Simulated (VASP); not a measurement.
# A VASP study of ZnSe (Stilleite) (PBE): structure first, properties next

What structure does ZnSe (Stilleite) take at this level, and what are its properties? The steps: full relaxation (PBE), second relaxation, density, ELF and potential (PBE), band structure (PBE), total and projected DOS (PBE), independent-particle dielectric function (PBE), band structure (PBE + SOC), band structure (HSE06), band structure (TB-mBJ) and bands along the symmetry lines (PBE), changed input. The start is a cell from a database of measured crystal structures.

Method: PBE; plane waves and PAW (Zn, Se), in the first sound run; inputs show where later runs differ, in VASP 6.6.1.

## Step 1: The structure

Before any relaxation, the start is as follows. Symmetry: F-43m, No. 216, cubic system. Conventional cell: a = 5.668 Å, b = 5.668 Å, c = 5.668 Å, α = 90.00°, β = 90.00°, γ = 90.00°. Nearest to Zn lie 4 Se at 2.45 Å. Nearest to Se lie 4 Zn at 2.45 Å. Farther neighbours and most contacts between anions are not listed.

Coordinates:

```xyz
2
Lattice="0.0000 2.8338 2.8338 2.8338 0.0000 2.8338 2.8338 2.8338 0.0000" Properties=species:S:1:pos:R:3 pbc="T T T"
Zn    0.0000    0.0000    0.0000
Se    1.4169    1.4169    1.4169
```

## Step 2: Full relaxation (PBE)

The start need not lie at this functional's minimum. ISIF = 3 frees volume, shape and positions, and EDIFFG sets the threshold on forces and stress at which the search stops. PBE, the usual starting point, adds the gradient of the density.

File INCAR:

```
SYSTEM = ZnSe
PREC = Accurate
ENCUT = 400
EDIFF = 1E-06
NELM = 100
ISMEAR = 0
SIGMA = 0.05
LREAL = .FALSE.
ALGO = Normal
GGA = PE
NBANDS = 15
LORBIT = 11
LWAVE = .FALSE.
LCHARG = .FALSE.
KPAR = 2
IBRION = 2
NSW = 60
ISIF = 3
EDIFFG = -0.01
```

File POSCAR:

```
ZnSe
1.0
    0.0000000000      2.8338000000      2.8338000000
    2.8338000000      0.0000000000      2.8338000000
    2.8338000000      2.8338000000      0.0000000000
Zn Se
1 1
Direct
    0.0000000000      0.0000000000      0.0000000000
    0.2500000000      0.2500000000      0.2500000000
```

File KPOINTS:

```
Automatic mesh
0
Gamma
7 7 7
0 0 0
```

PAW data sets: Zn and Se (PBE family, release 64).

Run with:

```
$ mpirun -np 2 vasp_std
```

Output:

```text
[banner, memory and clock lines left out]
running    2 mpi-ranks, on    1 nodes
 distrk:  each k-point on    1 cores,    2 groups
 distr:  one band on    1 cores,    1 groups

 POSCAR found type information on POSCAR ZnSe
 POSCAR found :  2 types and       2 ions
 LDA part: xc-table for (Slater+PW92), standard interpolation
 POSCAR, INCAR and KPOINTS ok, starting setup
 FFT: planning ... GRIDC
 FFT: planning ... GRID_SOFT
 FFT: planning ... GRID
 WAVECAR not read
 entering main loop
       N       E                     dE             d eps       ncg     rms          rms(c)
DAV:   1     0.795248449159E+02    0.79525E+02   -0.78479E+03   600   0.112E+03
DAV:   2    -0.143466693362E+01   -0.80960E+02   -0.77384E+02   656   0.233E+02
DAV:   3    -0.626913257619E+01   -0.48345E+01   -0.48183E+01   747   0.595E+01
DAV:   4    -0.630603306564E+01   -0.36900E-01   -0.36897E-01   684   0.555E+00
DAV:   5    -0.630621998746E+01   -0.18692E-03   -0.18692E-03   824   0.360E-01    0.476E+00
DAV:   6    -0.603434208434E+01    0.27188E+00   -0.56549E-01   851   0.253E+01    0.363E+00
DAV:   7    -0.601550779496E+01    0.18834E-01   -0.16432E-01   649   0.375E+00    0.154E+00
DAV:   8    -0.601544026727E+01    0.67528E-04   -0.46015E-03   787   0.680E-01    0.456E-01
DAV:   9    -0.601568622144E+01   -0.24595E-03   -0.11203E-03   677   0.261E-01    0.679E-02
DAV:  10    -0.601578653698E+01   -0.10032E-03   -0.16802E-04   692   0.100E-01    0.203E-02
DAV:  11    -0.601578796384E+01   -0.14269E-05   -0.32733E-05   670   0.450E-02    0.545E-03
DAV:  12    -0.601578915182E+01   -0.11880E-05   -0.37807E-06   705   0.123E-02    0.335E-03
DAV:  13    -0.601578922640E+01   -0.74579E-07   -0.51419E-07   461   0.587E-03
   1 F= -.60157892E+01 E0= -.60157892E+01  d E =-.601579E+01
 curvature:   0.00 expect dE= 0.000E+00 dE for cont linesearch  0.000E+00
 trial: gam= 0.00000 g(F)=  0.385E-45 g(S)=  0.267E-01 ort = 0.000E+00 (trialstep = 0.100E+01)
 search vector abs. value=  0.267E-01
 bond charge predicted
       N       E                     dE             d eps       ncg     rms          rms(c)
DAV:   1    -0.637120099370E+01   -0.35541E+00   -0.42798E+00   712   0.420E+01    0.414E+00
DAV:   2    -0.607338172768E+01    0.29782E+00   -0.83525E-01   733   0.202E+01    0.157E+00
DAV:   3    -0.603453804682E+01    0.38844E-01   -0.36400E-02   677   0.176E+00    0.756E-01
DAV:   4    -0.602608910510E+01    0.84489E-02   -0.54169E-03   643   0.608E-01    0.268E-01
DAV:   5    -0.602509955122E+01    0.98955E-03   -0.70433E-04   987   0.554E-01    0.260E-02
DAV:   6    -0.602511979547E+01   -0.20244E-04   -0.29615E-04   628   0.257E-01    0.246E-02
DAV:   7    -0.602512759781E+01   -0.78023E-05   -0.38383E-05   712   0.127E-01    0.128E-02
DAV:   8    -0.602512558105E+01    0.20168E-05   -0.92854E-06   719   0.631E-02    0.177E-03
DAV:   9    -0.602512567813E+01   -0.97076E-07   -0.51360E-07   447   0.666E-03
   2 F= -.60251257E+01 E0= -.60251257E+01  d E =-.933645E-02
[...]
3 F= -.60259133E+01 E0= -.60259133E+01  d E =-.101240E-01
 curvature:  -0.39 expect dE=-0.246E-04 dE for cont linesearch -0.246E-04
 ZBRENT: interpolating
 opt :   0.8132  next Energy=    -6.025936 (dE=-0.101E-01)
 bond charge predicted
       N       E                     dE             d eps       ncg     rms          rms(c)
DAV:   1    -0.602633662967E+01   -0.42293E-03   -0.51373E-03   740   0.138E+00    0.149E-01
DAV:   2    -0.602595390873E+01    0.38272E-03   -0.12024E-03   733   0.882E-01    0.539E-02
DAV:   3    -0.602590631031E+01    0.47598E-04   -0.41614E-05   628   0.522E-02    0.259E-02
DAV:   4    -0.602589440391E+01    0.11906E-04   -0.64219E-06   726   0.303E-02    0.102E-02
DAV:   5    -0.602589273342E+01    0.16705E-05   -0.12540E-06   356   0.206E-02    0.782E-04
DAV:   6    -0.602589280735E+01   -0.73933E-07   -0.72751E-07   300   0.107E-02
   4 F= -.60258928E+01 E0= -.60258928E+01  d E =-.101036E-01
 curvature:  -0.36 expect dE=-0.957E-05 dE for cont linesearch -0.957E-05
 trial: gam= 0.00000 g(F)=  0.597E-46 g(S)=  0.262E-04 ort =-0.837E-03 (trialstep = 0.963E+00)
 search vector abs. value=  0.262E-04
 reached required accuracy - stopping structural energy minimisation
```

Wall time 7.6 s (2 MPI ranks of Intel Xeon 6975P-C (Granite Rapids), shared host); peak memory 0.29 GiB; 14 s of CPU time.

The logs omit lines about the potential files and the build; timing stands in the text.

OUTCAR, selected parts (step 2):

```text
ion  position               nearest neighbor table
   1  0.000  0.000  0.000-   2 2.45   2 2.45   2 2.45   2 2.45
   2  0.250  0.250  0.250-   1 2.45   1 2.45   1 2.45   1 2.45

  LATTYP: Found a face centered cubic cell.
 ALAT       =     5.6676000000

 Subroutine GETGRP returns: Found 24 space group operations
 (whereof 24 operations were pure point group operations)

The static configuration has the point symmetry T_d .

 Found     20 irreducible k-points:

   k-points           NKPTS =     20   k-points in BZ     NKDIM =     20   number of bands    NBANDS=     15

   dimension x,y,z NGX =    28 NGY =   28 NGZ =   28
   dimension x,y,z NGXF=    56 NGYF=   56 NGZF=   56

   ENCUT  =  400.0 eV  29.40 Ry    5.42 a.u.   6.54  6.54  6.54*2*pi/ulx,y,z

   NELECT =      18.0000    total number of electrons

 k-points in reciprocal lattice and weights: Automatic mesh
   0.00000000  0.00000000  0.00000000       0.003
   0.14285714  0.00000000  0.00000000       0.023
   0.28571429  0.00000000  0.00000000       0.023
   0.42857143  0.00000000  0.00000000       0.023
   0.14285714  0.14285714  0.00000000       0.017
   0.28571429  0.14285714  0.00000000       0.070
   0.42857143  0.14285714  0.00000000       0.070
  -0.42857143  0.14285714  0.00000000       0.070
  -0.28571429  0.14285714  0.00000000       0.070
[...]
-0.42857143  0.42857143  0.14285714       0.070
  -0.28571429  0.42857143  0.14285714       0.070

 average (electrostatic) potential at core
       1 -37.3079       2 -56.1961

 E-fermi :   1.5894

 k-point     1 :       0.0000    0.0000    0.0000
  band No.  band energies     occupation
    ...
      5      -4.7663      2.00000
      6      -4.7663      2.00000
      7       1.3171      2.00000
      8       1.3171      2.00000
      9       1.3171      2.00000
     10       2.4633      0.00000
     11       7.1238      0.00000
     12       7.1238      0.00000
     13       7.1238      0.00000
     14      11.1054      0.00000
    ...

 k-point     2 :       0.1429    0.0000    0.0000
  band No.  band energies     occupation
    ...
      5      -4.7673      2.00000
      6      -4.7673      2.00000
      7      -0.2231      2.00000
      8       1.1361      2.00000
      9       1.1361      2.00000
     10       3.5950      0.00000
     11       7.0723      0.00000
     12       7.4265      0.00000
     13       7.4265      0.00000
     14      11.8456      0.00000
    ...

 k-point     3 :       0.2857    0.0000    0.0000
  band No.  band energies     occupation
    ...
      5      -4.7636      2.00000
      6      -4.7636      2.00000
      7      -2.0759      2.00000
      8       0.7817      2.00000
      9       0.7817      2.00000
     10       3.9637      0.00000
     11       7.7750      0.00000
     12       7.7750      0.00000
     13       8.1835      0.00000
     14      11.8106      0.00000
    ...

  Total       -0.0190397     -0.0190397     -0.0190397      0.0000000      0.0000000      0.0000000
  in kB       -0.6468545     -0.6468545     -0.6468545      0.0000000      0.0000000      0.0000000
  external PRESSURE =      -0.6468545 kB  Pullay stress =       0.0000000 kB

  energy-cutoff  :      400.00
  volume of cell :       47.16
      direct lattice vectors                 reciprocal lattice vectors
     0.000000000  2.867552898  2.867552898    -0.174364700  0.174364700  0.174364700
     2.867552898 -0.000000000  2.867552898     0.174364700 -0.174364700  0.174364700
     2.867552898  2.867552898 -0.000000000     0.174364700  0.174364700 -0.174364700

 POSITION                                       TOTAL-FORCE (eV/Angst)
 -----------------------------------------------------------------------------------
      5.73511      5.73511      5.73511         0.000000     -0.000000     -0.000000
      1.43378      1.43378      1.43378        -0.000000      0.000000      0.000000
 -----------------------------------------------------------------------------------
    total drift:                               -0.000002     -0.000002     -0.000001

  FREE ENERGIE OF THE ION-ELECTRON SYSTEM (eV)
  ---------------------------------------------------
  free  energy   TOTEN  =        -6.0258928074 eV

  energy  without entropy=       -6.0258928074  energy(sigma->0) =       -6.02589281

 reached required accuracy - stopping structural energy minimisation

 total charge
# of ion       s       p       d       tot
------------------------------------------
    1        0.526   0.420   9.781  10.728
    2        1.438   2.409   0.027   3.874
--------------------------------------------------
tot          1.964   2.829   9.808  14.602

[... 3 further parts left out ...]
```

CONTCAR:

```
ZnSe
   1.00000000000000
     0.0000000000000000    2.8675528976416498    2.8675528976416498
     2.8675528976416498   -0.0000000000000000    2.8675528976416498
     2.8675528976416498    2.8675528976416498   -0.0000000000000000
  Zn              Se
     1     1
Direct
     1.0000000000000000    1.0000000000000000    1.0000000000000000
     0.2500000000000000    0.2500000000000000    0.2500000000000000
```

The gap is read on the k-mesh alone, so it is an upper bound where the band edges lie off the mesh. The run keeps the 24 symmetry operations of its start, so it cannot find a distortion of lower symmetry.

Step by step:

```tsv
step	energy less that of the first step (eV)	largest force (eV/Å)	pressure (GPa)	volume (Å³)
1	0.0000	0.0000	2.14	45.51
2	-0.0093	0.0000	-0.52	47.54
3	-0.0101	0.0000	0.10	47.09
4	-0.0101	0.0000	-0.06	47.16
```

```tsv
conventional cell, symmetrised	before	after	change
a (Å)	5.668	5.735	+1.2 %
b (Å)	5.668	5.735	+1.2 %
c (Å)	5.668	5.735	+1.2 %
volume (Å³/atom)	22.76	23.58	+3.6 %
```

Final coordinates:

```xyz
2
Lattice="0.0000 2.8676 2.8676 2.8676 0.0000 2.8676 2.8676 2.8676 0.0000" Properties=species:S:1:pos:R:3 pbc="T T T"
Zn    0.0000    0.0000    0.0000
Se    1.4338    1.4338    1.4338
```

Numbers from this step:

```yaml
electrons: 18
bands: 15
irreducible_k_points: 20
symmetry_operations: 24
free_energy_toten: -6.026 eV
fermi_energy: 1.589 eV
pressure: -0.06469 GPa
metallic: no
valence_top_at_k: 0, 0, 0
conduction_bottom_at_k: 0, 0, 0
least_direct_gap_at_k: 0, 0, 0
scf_cycles_over_all_ionic_steps: 35
gap_on_the_k_mesh: 1.146 eV
least_direct_gap_on_the_k_mesh: 1.146 eV
```

It ends with forces that vanish by symmetry and a pressure of -0.06 GPa. The volume lies +3.6 % from that of the database's start.

## Step 3: Second relaxation

The basis stayed that of the start cell while the cell moved. A rerun from the cell reached resets it; the error of the finite cutoff stays.

INCAR is that of step 2.

File POSCAR:

```
ZnSe
1.0
    0.0000000000      2.8675528976      2.8675528976
    2.8675528976      0.0000000000      2.8675528976
    2.8675528976      2.8675528976      0.0000000000
Zn Se
1 1
Direct
    0.0000000000      0.0000000000      0.0000000000
    0.2500000000      0.2500000000      0.2500000000
```

KPOINTS is that of step 2.

Run with:

```
$ mpirun -np 2 vasp_std
```

Output:

```text
[... set-up lines as in an earlier step ...]
 entering main loop
       N       E                     dE             d eps       ncg     rms          rms(c)
DAV:   1     0.751975378180E+02    0.75198E+02   -0.77074E+03   600   0.113E+03
DAV:   2    -0.170822439422E+01   -0.76906E+02   -0.73036E+02   677   0.225E+02
DAV:   3    -0.628710822476E+01   -0.45789E+01   -0.45658E+01   726   0.574E+01
DAV:   4    -0.632014640727E+01   -0.33038E-01   -0.33036E-01   719   0.532E+00
DAV:   5    -0.632031598617E+01   -0.16958E-03   -0.16958E-03   761   0.343E-01    0.447E+00
DAV:   6    -0.604618024285E+01    0.27414E+00   -0.56797E-01   888   0.246E+01    0.343E+00
DAV:   7    -0.602804110997E+01    0.18139E-01   -0.15808E-01   635   0.364E+00    0.146E+00
DAV:   8    -0.602800447043E+01    0.36640E-04   -0.44427E-03   737   0.627E-01    0.439E-01
DAV:   9    -0.602828173599E+01   -0.27727E-03   -0.10990E-03   684   0.254E-01    0.691E-02
DAV:  10    -0.602837948703E+01   -0.97751E-04   -0.14357E-04   664   0.941E-02    0.181E-02
DAV:  11    -0.602838636527E+01   -0.68782E-05   -0.28921E-05   677   0.382E-02    0.534E-03
DAV:  12    -0.602838750882E+01   -0.11436E-05   -0.24434E-06   712   0.914E-03    0.312E-03
DAV:  13    -0.602838758453E+01   -0.75710E-07   -0.54223E-07   475   0.606E-03
   1 F= -.60283876E+01 E0= -.60283876E+01  d E =-.602839E+01
 curvature:   0.00 expect dE= 0.000E+00 dE for cont linesearch  0.000E+00
 trial: gam= 0.00000 g(F)=  0.917E-45 g(S)=  0.257E-04 ort = 0.000E+00 (trialstep = 0.100E+01)
 search vector abs. value=  0.257E-04
 reached required accuracy - stopping structural energy minimisation
```

The job ended after 3 s (2 MPI ranks; peak memory 0.28 GiB).

Parts of OUTCAR (step 3):

```text
  LATTYP: Found a face centered cubic cell.
 ALAT       =     5.7351057952

The static configuration has the point symmetry T_d .

 Found     20 irreducible k-points:

   ENCUT  =  400.0 eV  29.40 Ry    5.42 a.u.   6.61  6.61  6.61*2*pi/ulx,y,z

   NELECT =      18.0000    total number of electrons

 E-fermi :   1.5895

 k-point     1 :       0.0000    0.0000    0.0000
  band No.  band energies     occupation
    ...
      5      -4.7676      2.00000
      6      -4.7676      2.00000
      7       1.3170      2.00000
      8       1.3170      2.00000
      9       1.3170      2.00000
     10       2.4635      0.00000
     11       7.1240      0.00000
     12       7.1240      0.00000
     13       7.1240      0.00000
     14      11.1056      0.00000
    ...

 k-point     2 :       0.1429    0.0000    0.0000
  band No.  band energies     occupation
    ...
      5      -4.7690      2.00000
      6      -4.7690      2.00000
      7      -0.2232      2.00000
      8       1.1360      2.00000
      9       1.1360      2.00000
     10       3.5952      0.00000
     11       7.0725      0.00000
     12       7.4267      0.00000
     13       7.4267      0.00000
     14      11.8455      0.00000
    ...

  Total       -0.0188310     -0.0188310     -0.0188310     -0.0000000      0.0000000      0.0000000
  in kB       -0.6397627     -0.6397627     -0.6397627     -0.0000000      0.0000000      0.0000000
  external PRESSURE =      -0.6397627 kB  Pullay stress =       0.0000000 kB

  energy-cutoff  :      400.00
  volume of cell :       47.16
      direct lattice vectors                 reciprocal lattice vectors
     0.000000000  2.867552898  2.867552898    -0.174364700  0.174364700  0.174364700
     2.867552898  0.000000000  2.867552898     0.174364700 -0.174364700  0.174364700
     2.867552898  2.867552898  0.000000000     0.174364700  0.174364700 -0.174364700

 POSITION                                       TOTAL-FORCE (eV/Angst)
 -----------------------------------------------------------------------------------
      0.00000      0.00000      0.00000        -0.000000      0.000000     -0.000000
      1.43378      1.43378      1.43378         0.000000     -0.000000      0.000000
 -----------------------------------------------------------------------------------
    total drift:                               -0.000002     -0.000002     -0.000001

  FREE ENERGIE OF THE ION-ELECTRON SYSTEM (eV)
  ---------------------------------------------------
  free  energy   TOTEN  =        -6.0283875845 eV

  energy  without entropy=       -6.0283875845  energy(sigma->0) =       -6.02838758

 total charge
# of ion       s       p       d       tot
------------------------------------------
    1        0.526   0.420   9.782  10.728
    2        1.438   2.409   0.027   3.874
--------------------------------------------------
tot          1.964   2.829   9.809  14.603

[... 5 parts as in an earlier step ...]

[... 6 further parts left out ...]
```

Little changed from the start: no atom moved by 0.005 Å and no cell edge by 0.1 %.

Numbers from this step:

| Quantity | Value |
| --- | --- |
| free energy (TOTEN) | -6.028 eV |
| pressure | -0.06398 GPa |
| SCF cycles over all ionic steps | 13 |

It ends with forces that vanish by symmetry and a pressure of -0.06 GPa. The volume moved by under 0.01 %: the run met its threshold at the first step.

[end of part 1 of 5]

[Lines on the potential files, build, host, timing and source positions are cut from VASP's logs without a mark.]

[Logs are printed without paths, hosts, clocks, repeated set-up lines and the standing remarks that a program may print on its own settings, such as how far it seeks lower states.]

[Hosts, paths, dates, database ids (printed as entryN), source tags and the programs' standing remarks are cut or masked in the printed files.]

[A measured line is paired with the nearest computed mode of its activity, which favours agreement.]
